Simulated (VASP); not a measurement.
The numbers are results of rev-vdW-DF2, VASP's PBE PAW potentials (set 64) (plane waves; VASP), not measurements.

A VASP calculation is set up with these files.

### POSCAR
```
Sr
1
    0.0000000000     2.9924594697     2.9924594697
    2.9924594697     0.0000000000     2.9924594697
    2.9924594697     2.9924594697     0.0000000000
Sr
1
Direct
  1.0000000000   0.0000000000   1.0000000000
```

### KPOINTS
```
kpoints
0
Gamma
  8 8 8
```

INCAR:
```
AGGAC=0.0
ALGO=Normal
EDIFF=1E-7
ENCUT=520
GGA=MK
ISIF=2
ISMEAR=0
LASPH=T
LCHARG=F
LMAXMIX=4
LREAL=F
LUSE_VDW=T
LWAVE=F
NELM=100
PARAM1=0.1234568
PARAM2=0.7114
PREC=Accurate
SIGMA=0.05
SYSTEM=Sr
ZAB_VDW=-1.8867
```

POTCAR, in this order: Sr_sv (PBE.64 set). Program: vasp_std.

Output of the run:

OUTCAR:
```
 ion  position               nearest neighbor table
   1  0.000  0.000  0.000-
  LATTYP: Found a face centered cubic cell.
 ALAT       =     5.9849189394
 Subroutine PRICEL returns:
 Original cell was already a primitive cell.
 Subroutine GETGRP returns: Found 48 space group operations
The static configuration has the point symmetry O_h .
The dynamic configuration has the point symmetry O_h .
 Subroutine INISYM returns: Found 48 space group operations
 Subroutine IBZKPT returns following result:
 Found     29 irreducible k-points:

 Following reciprocal coordinates:
            Coordinates               Weight
  0.000000  0.000000  0.000000      1.000000
  0.125000  0.000000  0.000000      8.000000
  0.250000  0.000000  0.000000      8.000000
  0.375000  0.000000  0.000000      8.000000
  0.500000  0.000000  0.000000      4.000000
  0.125000  0.125000  0.000000      6.000000
  0.250000  0.125000  0.000000     24.000000
  0.375000  0.125000  0.000000     24.000000
  0.500000  0.125000  0.000000     24.000000
 -0.375000  0.125000  0.000000     24.000000
 -0.250000  0.125000  0.000000     24.000000
 -0.125000  0.125000  0.000000     12.000000
  0.250000  0.250000  0.000000      6.000000
  0.375000  0.250000  0.000000     24.000000
  0.500000  0.250000  0.000000     24.000000
 -0.375000  0.250000  0.000000     24.000000
 -0.250000  0.250000  0.000000     12.000000
  0.375000  0.375000  0.000000      6.000000
  0.500000  0.375000  0.000000     24.000000
 -0.375000  0.375000  0.000000     12.000000
  0.500000  0.500000  0.000000      3.000000
  0.375000  0.250000  0.125000     24.000000
  0.500000  0.250000  0.125000     48.000000
 -0.375000  0.250000  0.125000     24.000000
  0.500000  0.375000  0.125000     24.000000
 -0.375000  0.375000  0.125000     48.000000
 -0.250000  0.375000  0.125000     24.000000
 -0.375000  0.500000  0.125000     12.000000
 -0.250000  0.500000  0.250000      6.000000
   k-points           NKPTS =     29   k-points in BZ     NKDIM =     29   number of bands    NBANDS=      9
   number of dos      NEDOS =    301   number of ions     NIONS =      1
   total plane-waves  NPLWV =  32768
   dimension x,y,z NGX =    32 NGY =   32 NGZ =   32
   dimension x,y,z NGXF=    64 NGYF=   64 NGZF=   64
   ions per type =               1
   PREC   = accura    normal or accurate (medium, high low for compatibility)
   ISTART =      0    job   : 0-new  1-cont  2-samecut
   ICHARG =      2    charge: 1-file 2-atom 10-const
   ISPIN  =      1    spin polarized calculation?
   LNONCOLLINEAR =      F non collinear calculations
   LSORBIT =      F    spin-orbit coupling
   INIWAV =      1    electr: 0-lowe 1-rand  2-diag
   ENCUT  =  520.0 eV  38.22 Ry    6.18 a.u.   7.87  7.87  7.87*2*pi/ulx,y,z
   NELM   =    100;   NELMIN=  2; NELMDL= -5     # of ELM steps
   EDIFF  = 0.1E-06   stopping-criterion for ELM
   LREAL  =      F    real-space projection
   NLSPLINE    = F    spline interpolate recip. space projectors
   LMAXMIX     =    4 max onsite mixed and CHGCAR
   VOSKOWN=      0    Vosko Wilk Nusair interpolation
   EDIFFG = 0.1E-05   stopping-criterion for IOM
   NSW    =      0    number of steps for IOM
   NBLOCK =      1;   KBLOCK =      1    inner block; outer block
   IBRION =     -1    ionic relax: 0-MD 1-quasi-New 2-CG
   NFREE  =      0    steps in history (QN), initial steepest desc. (CG)
   ISIF   =      2    stress and relaxation
   ISYM   =      2    0-nonsym 1-usesym 2-fastsym
   TEIN   =    0.0    initial temperature
   TEBEG  =    0.0;   TEEND  =   0.0 temperature during run
   SMASS  =  -3.00    Nose mass-parameter (am)
   PSTRESS=    0.0 pullay stress
...
```

**OSZICAR**
```
       N       E                     dE             d eps       ncg     rms          rms(c)
DAV:   1     0.391203386378E+02    0.39120E+02   -0.48611E+03   522   0.959E+02
DAV:   2     0.223829111242E+01   -0.36882E+02   -0.36434E+02   573   0.165E+02
DAV:   3     0.447541949179E+00   -0.17907E+01   -0.17842E+01   777   0.294E+01
DAV:   4     0.391711164690E+00   -0.55831E-01   -0.55790E-01   706   0.469E+00
DAV:   5     0.390899484268E+00   -0.81168E-03   -0.81102E-03   866   0.451E-01    0.117E+01
DAV:   6     0.391413247156E+00    0.51376E-03   -0.55092E-03   643   0.945E-01    0.661E+00
DAV:   7     0.391174497913E+00   -0.23875E-03   -0.92042E-03   586   0.120E+00    0.259E-01
DAV:   8     0.391056184079E+00   -0.11831E-03   -0.16090E-03   790   0.249E-01    0.117E-01
DAV:   9     0.391035630264E+00   -0.20554E-04   -0.26066E-05   771   0.498E-02    0.325E-02
DAV:  10     0.391013853372E+00   -0.21777E-04   -0.23153E-05   559   0.402E-02    0.246E-02
DAV:  11     0.391013914092E+00    0.60720E-07   -0.59741E-07   755   0.606E-03
   1 F= 0.39101391E+00 E0= 0.39159434E+00  d E =-.116085E-02
```

**OUTCAR**
```
------------------------ aborting loop because EDIFF is reached ----------------------------------------
  FORCE on cell =-STRESS in cart. coord.  units (eV):
  Direction    XX          YY          ZZ          XY          YZ          ZX
  --------------------------------------------------------------------------------------
  Total       -0.1141776     -0.1141776     -0.1141776     -0.0000000     -0.0000000     -0.0000000
  in kB       -3.4133183     -3.4133183     -3.4133183     -0.0000000     -0.0000000     -0.0000000
  external PRESSURE =      -3.4133183 kB  Pullay stress =       0.0000000 kB
  volume of cell :       53.59
      direct lattice vectors                 reciprocal lattice vectors
     0.000000000  2.992459470  2.992459470    -0.167086641  0.167086641  0.167086641
     2.992459470  0.000000000  2.992459470     0.167086641 -0.167086641  0.167086641
     2.992459470  2.992459470  0.000000000     0.167086641  0.167086641 -0.167086641
 POSITION                                       TOTAL-FORCE (eV/Angst)
 -----------------------------------------------------------------------------------
      0.00000      0.00000      0.00000        -0.000000      0.000000      0.000000
 -----------------------------------------------------------------------------------
    total drift:                                0.000000      0.000000      0.000000
  FREE ENERGIE OF THE ION-ELECTRON SYSTEM (eV)
  ---------------------------------------------------
  free  energy   TOTEN  =         0.3910139141 eV

  energy  without entropy=        0.3921747618  energy(sigma->0) =        0.39159434
```
(Selected blocks of OUTCAR.)

The compound is Sr in the fcc structure. This cell is one point of a volume scan, at 1.03 of the reference volume.
